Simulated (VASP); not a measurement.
Elastic constants (GPa) of a crystal from PBE GGA, VASP's PBE PAW potentials (set 64) (VASP):

|  | xx | yy | zz | yz | xz | xy |
|---|---|---|---|---|---|---|
| xx | 367.5 | 166.5 | 112.9 | 0.0 | 0.0 | 0.0 |
| yy | 166.5 | 367.5 | 112.9 | 0.0 | 0.0 | 0.0 |
| zz | 112.9 | 112.9 | 399.0 | 0.0 | 0.0 | 0.0 |
| yz | 0.0 | 0.0 | 0.0 | 95.8 | 0.0 | 0.0 |
| xz | 0.0 | 0.0 | 0.0 | 0.0 | 95.8 | 0.0 |
| xy | 0.0 | 0.0 | 0.0 | 0.0 | 0.0 | 100.5 |

Finite-difference elastic constants of metals are sensitive to mesh and smearing; shear constants can be off by tens of GPa.

Question: Work out the Voigt, Reuss and Hill moduli, Young's modulus and Poisson's ratio.

Answer: All eigenvalues are positive (smallest 95.8 GPa), so the crystal is stable. K_V = (C11+C22+C33+2(C12+C13+C23))/9 = (1134.0 + 2×392.3)/9 = 213.2 GPa; G_V = (1134.0 − 392.3 + 3×292.1)/15 = 107.9 GPa. From the compliances, K_R = 213.1 GPa and G_R = 105.1 GPa. Hill: K = 213.1 GPa, G = 106.5 GPa, E = 9KG/(3K+G) = 273.8 GPa, ν = (3K−2G)/(2(3K+G)) = 0.286. K/G = 2.00, above Pugh's 1.75; universal anisotropy A^U = 0.13.

Question: With a density of 9.06 g/cm³, what are the mean sound speeds?

Answer: v_l = √((K+4G/3)/ρ) = 6.26 km/s and v_t = √(G/ρ) = 3.43 km/s. The crystal is Co (hcp), hexagonal.

The compound is Co in the hcp structure. It was relaxed first.
